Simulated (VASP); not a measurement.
The input files of a VASP run:

**INCAR**
```
ALGO  =  Normal
EDIFF  =  1E-6
EDIFFG  =  -0.02
ENCUT  =  620
GGA  =  PS
IBRION  =  2
ISIF  =  3
ISMEAR  =  0
LASPH  =  .TRUE.
LCHARG  =  .FALSE.
LMAXMIX  =  4
LREAL  =  .FALSE.
LWAVE  =  .FALSE.
NELM  =  100
NSW  =  40
PREC  =  Accurate
PSTRESS  =  50
SIGMA  =  0.05
SYSTEM  =  BaZrO3
```

File POSCAR:
```
BaZrO3
1
    4.1900000000     0.0000000000     0.0000000000
    0.0000000000     4.1900000000     0.0000000000
    0.0000000000     0.0000000000     4.1900000000
Ba Zr O
1 1 3
Direct
  0.0000000000   0.0000000000   0.0000000000
  0.5000000000   0.5000000000   0.5000000000
  0.5000000000   0.0000000000   0.5000000000
  0.0000000000   0.5000000000   0.5000000000
  0.5000000000   0.5000000000   0.0000000000
```

### KPOINTS
```
Automatic mesh
0
Gamma
5 5 5
0 0 0
```

POTCAR, in this order: Ba_sv Zr_sv O (PBE.64 set). Program: vasp_std.

Write an equivalent input for Ansatz.

One equivalent input (not run):
Ansatz 0.2 input:
```yaml
crystal:
  lattice:
    - [4.1900000, 0.0000000, 0.0000000]
    - [0.0000000, 4.1900000, 0.0000000]
    - [0.0000000, 0.0000000, 4.1900000]
  atoms:
    - { symbol: Ba, position: [0.0000000, 0.0000000, 0.0000000] }
    - { symbol: Zr, position: [0.5000000, 0.5000000, 0.5000000] }
    - { symbol: O, position: [0.5000000, 0.0000000, 0.5000000] }
    - { symbol: O, position: [0.0000000, 0.5000000, 0.5000000] }
    - { symbol: O, position: [0.5000000, 0.5000000, 0.0000000] }
kpoints:
  mp_grid: { grid: [5, 5, 5] }
hamiltonian:
  xc: pbesol
  pseudopotentials: { kind: paw }
scf:
  occupations: { method: gaussian, width: 0.05 }
  max_iter: 100
relax:
  max_steps: 40
  f_tol: 0.02
  cell: { p_target: 5 }
output: { forces: true, stress: true, eigenvalues: true }
```
Limits of the translation: each code has its own PAW files, so the cut-off isn't converted (ENCUT is set for VASP's; basis.ecutwfc is left out, and Ansatz then takes the one that its files recommend); Ansatz stops its SCF on the density residual and VASP on the energy change (EDIFF).

The compound is BaZrO3 in the cubic perovskite structure. This run relaxes it under an external pressure of 5 GPa. Symmetry was kept, so distortions that lower it aren't found.
